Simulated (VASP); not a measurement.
Method: PBE GGA with D3 dispersion (zero damping), VASP's PBE PAW potentials (set 64) (plane waves; VASP).

VASP ran on this input.

POSCAR:
```
Li2S
1.0
  0.0000000000   2.7977936455   2.7977936455
  2.7977936455   0.0000000000   2.7977936455
  2.7977936455   2.7977936455   0.0000000000
Li S
2 1
direct
  0.2500000000   0.2500000000   0.2500000000
  0.7500000000   0.7500000000   0.7500000000
  0.0000000000   0.0000000000   0.0000000000
```

### KPOINTS
```
Automatic mesh
0
Gamma
8 8 8
0 0 0
```

INCAR:
```
SYSTEM = Li2S
PREC = Accurate
ENCUT = 520
EDIFF = 1E-7
NELM = 100
ALGO = Normal
LREAL = .FALSE.
LASPH = .TRUE.
ISMEAR = -5
GGA = PE
IVDW = 11
LWAVE = .FALSE.
LCHARG = .TRUE.
LORBIT = 11
NEDOS = 601
ISIF = 2
LEFG = .TRUE.
```

POTCAR, in this order: Li_sv S (PBE.64 set). Program: vasp_std.

Task: What will the output report for the number of irreducible k-points (NKPTS), largest plane-wave count, number of space-group operations, FFT grid (NGX, NGY, NGZ)?

Result: 
* **number of irreducible k-points (NKPTS)**: 29
* **largest plane-wave count**: 1243
* **number of space-group operations**: 48
* **FFT grid (NGX, NGY, NGZ)**: 30 × 30 × 30

The compound is Li2S in the antifluorite structure. It was relaxed first, which changed the volume by -6 %.
